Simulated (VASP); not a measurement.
Given:

```
SrTe
1.0
    0.00000     3.33000     3.33000
    3.33000     0.00000     3.33000
    3.33000     3.33000     0.00000
Sr Te
1 1
Direct
  0.00000   0.00000   0.00000
  0.50000   0.50000   0.50000
```

All values below come from PW91 GGA, VASP's PBE PAW potentials (set 64) (plane waves; VASP 6.6.1). Run with 520 eV cut-off, 6×6×6 Γ-centred mesh, Gaussian smearing of 0.050 eV, potentials Sr_sv Te.

Energy and stress use the plane-wave basis of the starting cell.

The ions, cell shape and volume are relaxed. Give the cell that the relaxation ends in.

```
SrTe
1.0
    0.00000     3.35945     3.35945
    3.35945     0.00000     3.35945
    3.35945     3.35945     0.00000
Sr Te
1 1
Direct
  0.00000   0.00000   0.00000
  0.50000   0.50000   0.50000
```
Space group Fm-3m (225), at a tolerance of 0.03 Å.

How do energy and volume change from the first to the last step?

The energy (σ→0) changes by -2.8 meV/atom and the volume by +2.7 %, in 3 ionic steps.

```json
[
 {"step": "1", "E(σ→0) (eV)": "-8.3545", "max force (eV/Å)": "0.000", "pressure (GPa)": "0.92", "volume (Å³)": "73.85"},
 {"step": "2", "E(σ→0) (eV)": "-8.3599", "max force (eV/Å)": "0.000", "pressure (GPa)": "-0.13", "volume (Å³)": "76.13"},
 {"step": "3", "E(σ→0) (eV)": "-8.3600", "max force (eV/Å)": "0.000", "pressure (GPa)": "0.01", "volume (Å³)": "75.83"}
]
```

The compound is SrTe in the rock salt structure. This run relaxes it. Symmetry was kept, so distortions that lower it aren't found.
